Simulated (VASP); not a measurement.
Computed with PBEsol GGA, VASP's PBE PAW potentials (set 64) (plane waves; VASP 6.6.1).

VASP input:

### INCAR
```
SYSTEM = MgS
PREC = Accurate
ENCUT = 530
EDIFF = 1E-7
NELM = 100
ALGO = Normal
LREAL = .FALSE.
LASPH = .TRUE.
ISMEAR = 0
SIGMA = 0.05
GGA = PS
LWAVE = .FALSE.
LCHARG = .FALSE.
IBRION = 6
ISIF = 3
NFREE = 2
POTIM = 0.015
NSW = 1
```

File KPOINTS:
```
Automatic mesh
0
Gamma
8 8 8
0 0 0
```

**POSCAR**
```
MgS
1
    0.0000000000     2.5890714753     2.5890714753
    2.5890714753     0.0000000000     2.5890714753
    2.5890714753     2.5890714753     0.0000000000
Mg S
1 1
Direct
  0.0000000000   0.0000000000   0.0000000000
  0.5000000000   0.5000000000   0.5000000000
```

POTCAR, in this order: Mg S (PBE.64 set). Program: vasp_std.

What VASP printed:

OSZICAR:
```
...
DAV:   6    -0.907381555605E+01    0.26376E-06   -0.51729E-06  2520   0.197E-02    0.108E-02
DAV:   7    -0.907381518539E+01    0.37067E-06   -0.53315E-07  3392   0.555E-03    0.962E-04
DAV:   8    -0.907381515586E+01    0.29524E-07   -0.37279E-08  1344   0.153E-03
   8 F= -.90738152E+01 E0= -.90738152E+01  d E =-.472018E-16
       N       E                     dE             d eps       ncg     rms          rms(c)
DAV:   1    -0.908220530683E+01   -0.83901E-02   -0.30142E-01  2528   0.349E+00    0.393E-01
DAV:   2    -0.907667052295E+01    0.55348E-02   -0.90768E-03  3232   0.761E-01    0.226E-01
DAV:   3    -0.907380768031E+01    0.28628E-02   -0.85996E-03  3480   0.618E-01    0.442E-02
DAV:   4    -0.907382449962E+01   -0.16819E-04   -0.31809E-04  2576   0.152E-01    0.341E-02
DAV:   5    -0.907381825789E+01    0.62417E-05   -0.44431E-06  3688   0.176E-02    0.187E-02
DAV:   6    -0.907381547316E+01    0.27847E-05   -0.13351E-05  2904   0.260E-02    0.147E-02
DAV:   7    -0.907381520261E+01    0.27055E-06   -0.10141E-06  2560   0.825E-03    0.236E-03
DAV:   8    -0.907381521211E+01   -0.94939E-08   -0.13590E-07  1552   0.276E-03
   9 F= -.90738152E+01 E0= -.90738152E+01  d E =-.478638E-16
       N       E                     dE             d eps       ncg     rms          rms(c)
DAV:   1    -0.907581151900E+01   -0.19963E-02   -0.26694E-01  2816   0.328E+00    0.250E-01
DAV:   2    -0.907421641567E+01    0.15951E-02   -0.59620E-03  3272   0.629E-01    0.153E-01
DAV:   3    -0.907364531901E+01    0.57110E-03   -0.43772E-03  3384   0.445E-01    0.307E-02
DAV:   4    -0.907367498526E+01   -0.29666E-04   -0.17671E-04  2816   0.116E-01    0.222E-02
DAV:   5    -0.907378824116E+01   -0.11326E-03   -0.31528E-05  3544   0.387E-02    0.526E-03
DAV:   6    -0.907381487450E+01   -0.26633E-04   -0.48142E-06  3248   0.163E-02    0.396E-03
DAV:   7    -0.907381452222E+01    0.35228E-06   -0.19385E-07  2376   0.379E-03    0.214E-03
DAV:   8    -0.907381518772E+01   -0.66550E-06   -0.32859E-08  1400   0.143E-03    0.301E-04
DAV:   9    -0.907381518824E+01   -0.52705E-09   -0.82972E-09  1448   0.793E-04
  10 F= -.90738152E+01 E0= -.90738152E+01  d E =-.473425E-16
       N       E                     dE             d eps       ncg     rms          rms(c)
DAV:   1    -0.908228907991E+01   -0.84739E-02   -0.30538E-01  2920   0.356E+00    0.396E-01
DAV:   2    -0.907666575081E+01    0.56233E-02   -0.83481E-03  3200   0.735E-01    0.227E-01
DAV:   3    -0.907380362145E+01    0.28621E-02   -0.84581E-03  3320   0.614E-01    0.429E-02
DAV:   4    -0.907382136030E+01   -0.17739E-04   -0.32347E-04  2768   0.152E-01    0.307E-02
DAV:   5    -0.907381594077E+01    0.54195E-05   -0.54604E-06  3640   0.191E-02    0.116E-02
DAV:   6    -0.907381520219E+01    0.73858E-06   -0.28753E-06  2872   0.128E-02    0.647E-03
DAV:   7    -0.907381518986E+01    0.12326E-07   -0.22440E-07  2296   0.393E-03
  11 F= -.90738152E+01 E0= -.90738152E+01  d E =-.468609E-16
       N       E                     dE             d eps       ncg     rms          rms(c)
DAV:   1    -0.907838110970E+01   -0.45659E-02   -0.23906E-01  2944   0.310E+00    0.251E-01
DAV:   2    -0.907583958737E+01    0.25415E-02   -0.49729E-03  3064   0.586E-01    0.153E-01
DAV:   3    -0.907388038798E+01    0.19592E-02   -0.43034E-03  3216   0.450E-01    0.301E-02
DAV:   4    -0.907386969785E+01    0.10690E-04   -0.19105E-04  2896   0.121E-01    0.206E-02
DAV:   5    -0.907381964468E+01    0.50053E-04   -0.37552E-05  3640   0.415E-02    0.269E-03
DAV:   6    -0.907381543297E+01    0.42117E-05   -0.23522E-06  3104   0.122E-02    0.285E-03
DAV:   7    -0.907381520823E+01    0.22474E-06   -0.10506E-07  1896   0.264E-03    0.730E-04
DAV:   8    -0.907381514784E+01    0.60385E-07   -0.93650E-09  1384   0.855E-04
  12 F= -.90738151E+01 E0= -.90738151E+01  d E =-.472994E-16
       N       E                     dE             d eps       ncg     rms          rms(c)
DAV:   1    -0.908231775527E+01   -0.85025E-02   -0.30336E-01  3072   0.355E+00    0.394E-01
DAV:   2    -0.907666965601E+01    0.56481E-02   -0.80204E-03  3408   0.719E-01    0.226E-01
DAV:   3    -0.907380563881E+01    0.28640E-02   -0.85434E-03  3336   0.617E-01    0.438E-02
DAV:   4    -0.907382375583E+01   -0.18117E-04   -0.32943E-04  2832   0.153E-01    0.334E-02
DAV:   5    -0.907381795999E+01    0.57958E-05   -0.40182E-06  3656   0.168E-02    0.179E-02
DAV:   6    -0.907381520478E+01    0.27552E-05   -0.99104E-06  2992   0.225E-02    0.130E-02
DAV:   7    -0.907381519448E+01    0.10303E-07   -0.56046E-07  2656   0.645E-03
  13 F= -.90738152E+01 E0= -.90738152E+01  d E =-.462593E-16
       N       E                     dE             d eps       ncg     rms          rms(c)
DAV:   1    -0.907682684615E+01   -0.30116E-02   -0.12533E-01  1296   0.248E+00    0.174E-01
DAV:   2    -0.907574811744E+01    0.10787E-02   -0.21911E-03  1272   0.396E-01    0.103E-01
DAV:   3    -0.907480354407E+01    0.94457E-03   -0.19468E-03  1376   0.299E-01    0.149E-02
DAV:   4    -0.907479789586E+01    0.56482E-05   -0.13516E-04  1288   0.927E-02    0.111E-02
DAV:   5    -0.907479863750E+01   -0.74164E-06   -0.51132E-06  1456   0.166E-02    0.328E-03
DAV:   6    -0.907479906078E+01   -0.42328E-06   -0.33508E-07  1064   0.488E-03    0.208E-03
DAV:   7    -0.907479916164E+01   -0.10085E-06   -0.10927E-08   640   0.955E-04    0.810E-04
DAV:   8    -0.907479916078E+01    0.85612E-09   -0.64204E-09   568   0.584E-04
  14 F= -.90747992E+01 E0= -.90747992E+01  d E =-.119928E-13
       N       E                     dE             d eps       ncg     rms          rms(c)
DAV:   1    -0.907482525418E+01   -0.26093E-04   -0.29313E-02   944   0.140E+00    0.127E-01
DAV:   2    -0.907480925861E+01    0.15996E-04   -0.59156E-04  1600   0.210E-01    0.330E-02
DAV:   3    -0.907479583800E+01    0.13421E-04   -0.76572E-05  1128   0.566E-02    0.151E-02
DAV:   4    -0.907479833306E+01   -0.24951E-05   -0.13869E-05  1336   0.279E-02    0.682E-03
DAV:   5    -0.907479913146E+01   -0.79841E-06   -0.10537E-06  1176   0.784E-03    0.238E-03
DAV:   6    -0.907479915669E+01   -0.25224E-07   -0.13744E-07   752   0.288E-03
  15 F= -.90747992E+01 E0= -.90747992E+01  d E =-.119926E-13
       N       E                     dE             d eps       ncg     rms          rms(c)
DAV:   1    -0.907397036819E+01    0.82876E-03   -0.26658E-01   944   0.326E+00    0.162E-01
DAV:   2    -0.907483637764E+01   -0.86601E-03   -0.91063E-03  1184   0.879E-01    0.628E-02
DAV:   3    -0.907480770700E+01    0.28671E-04   -0.72957E-05  1408   0.689E-02    0.426E-02
DAV:   4    -0.907479936296E+01    0.83440E-05   -0.98075E-05  1312   0.628E-02    0.148E-02
DAV:   5    -0.907480201774E+01   -0.26548E-05   -0.33351E-05  1216   0.404E-02    0.149E-02
DAV:   6    -0.907479932389E+01    0.26938E-05   -0.12267E-05  1136   0.236E-02    0.390E-03
DAV:   7    -0.907479939188E+01   -0.67990E-07   -0.71379E-07  1160   0.743E-03
  16 F= -.90747994E+01 E0= -.90747994E+01  d E =-.119919E-13
       N       E                     dE             d eps       ncg     rms          rms(c)
DAV:   1    -0.907261410961E+01    0.21852E-02   -0.89548E-01   944   0.576E+00    0.309E-01
DAV:   2    -0.907505499753E+01   -0.24409E-02   -0.27998E-02  1184   0.151E+00    0.103E-01
DAV:   3    -0.907484770082E+01    0.20730E-03   -0.45373E-04  1304   0.155E-01    0.554E-02
DAV:   4    -0.907480037479E+01    0.47326E-04   -0.35452E-04  1288   0.119E-01    0.244E-02
DAV:   5    -0.907480408731E+01   -0.37125E-05   -0.86374E-05  1168   0.672E-02    0.222E-02
DAV:   6    -0.907479926536E+01    0.48219E-05   -0.24583E-05  1120   0.339E-02    0.755E-03
DAV:   7    -0.907479941944E+01   -0.15408E-06   -0.15326E-06  1152   0.109E-02    0.356E-03
DAV:   8    -0.907479938947E+01    0.29969E-07   -0.10138E-07   608   0.220E-03
  17 F= -.90747994E+01 E0= -.90747994E+01  d E =-.119973E-13
```

File OUTCAR:
```
------------------------ aborting loop because EDIFF is reached ----------------------------------------
  FORCE on cell =-STRESS in cart. coord.  units (eV):
  Direction    XX          YY          ZZ          XY          YZ          ZX
  --------------------------------------------------------------------------------------
  Total        0.0022311     -0.0040475     -0.0040475      0.0000000      0.0000000      0.0000000
  in kB        0.1029819     -0.1868272     -0.1868272      0.0000000      0.0000000      0.0000000
  external PRESSURE =      -0.0902242 kB  Pullay stress =       0.0000000 kB
  volume of cell :       34.71
      direct lattice vectors                 reciprocal lattice vectors
     0.000000000  2.589071475  2.589071475    -0.193119427  0.193119427  0.193119427
     2.589071475  0.000000000  2.589071475     0.193119427 -0.193119427  0.193119427
     2.589071475  2.589071475  0.000000000     0.193119427  0.193119427 -0.193119427
 POSITION                                       TOTAL-FORCE (eV/Angst)
 -----------------------------------------------------------------------------------
      0.00000      0.00000      0.00000        -0.045653      0.000000      0.000000
      2.57407      2.58907      2.58907         0.045653      0.000000      0.000000
 -----------------------------------------------------------------------------------
    total drift:                                0.000060     -0.000000     -0.000000
  FREE ENERGIE OF THE ION-ELECTRON SYSTEM (eV)
  ---------------------------------------------------
  free  energy   TOTEN  =        -9.0747993895 eV

  energy  without entropy=       -9.0747993895  energy(sigma->0) =       -9.07479939

   1 f  =    7.331045 THz    46.062316 2PiTHz  244.537351 cm-1    30.318754 meV
             X         Y         Z           dx          dy          dz
      0.000000  0.000000  0.000000     0.754226   -0.000000   -0.000000
      2.589071  2.589071  2.589071    -0.656615    0.000000   -0.000000

   2 f  =    7.331045 THz    46.062316 2PiTHz  244.537351 cm-1    30.318754 meV
             X         Y         Z           dx          dy          dz
      0.000000  0.000000  0.000000    -0.000000   -0.754226    0.000000
      2.589071  2.589071  2.589071     0.000000    0.656615    0.000000

   3 f  =    7.331045 THz    46.062316 2PiTHz  244.537351 cm-1    30.318754 meV
             X         Y         Z           dx          dy          dz
      0.000000  0.000000  0.000000     0.000000    0.000000    0.754226
      2.589071  2.589071  2.589071     0.000000   -0.000000   -0.656615

   4 f/i=    0.000139 THz     0.000873 2PiTHz    0.004633 cm-1     0.000574 meV
             X         Y         Z           dx          dy          dz
      0.000000  0.000000  0.000000     0.564655   -0.322511   -0.091071
      2.589071  2.589071  2.589071     0.648596   -0.370455   -0.104609

   5 f/i=    0.000139 THz     0.000873 2PiTHz    0.004633 cm-1     0.000574 meV
             X         Y         Z           dx          dy          dz
      0.000000  0.000000  0.000000     0.192603    0.458331   -0.428928
      2.589071  2.589071  2.589071     0.221235    0.526466   -0.492692

   6 f/i=    0.000139 THz     0.000873 2PiTHz    0.004633 cm-1     0.000574 meV
             X         Y         Z           dx          dy          dz
      0.000000  0.000000  0.000000     0.274247    0.342143    0.488743
      2.589071  2.589071  2.589071     0.315017    0.393006    0.561399

 ELASTIC MODULI CONTR FROM IONIC RELAXATION (kBar)
 Direction    XX          YY          ZZ          XY          YZ          ZX
 --------------------------------------------------------------------------------
 XX           0.0000      0.0000      0.0000      0.0000      0.0000      0.0000
 YY           0.0000      0.0000      0.0000      0.0000      0.0000      0.0000
 ZZ           0.0000      0.0000      0.0000      0.0000      0.0000      0.0000
 XY           0.0000      0.0000      0.0000      0.0000      0.0000      0.0000
 YZ           0.0000      0.0000      0.0000      0.0000      0.0000      0.0000
 ZX           0.0000      0.0000      0.0000      0.0000      0.0000      0.0000
 --------------------------------------------------------------------------------

 TOTAL ELASTIC MODULI (kBar)
 Direction    XX          YY          ZZ          XY          YZ          ZX
 --------------------------------------------------------------------------------
 XX        1547.5902    414.9787    414.9787      0.0000      0.0000      0.0000
 YY         414.9787   1547.5902    414.9787      0.0000     -0.0000      0.0000
 ZZ         414.9787    414.9787   1547.5902      0.0000     -0.0000      0.0000
 XY           0.0000      0.0000      0.0000    544.3907      0.0000      0.0000
 YZ           0.0000     -0.0000     -0.0000      0.0000    544.3907      0.0000
 ZX           0.0000      0.0000      0.0000      0.0000      0.0000    544.3907
 --------------------------------------------------------------------------------
```
(Selected blocks of OUTCAR.)

The compound is MgS in the rock salt structure. It was relaxed first.
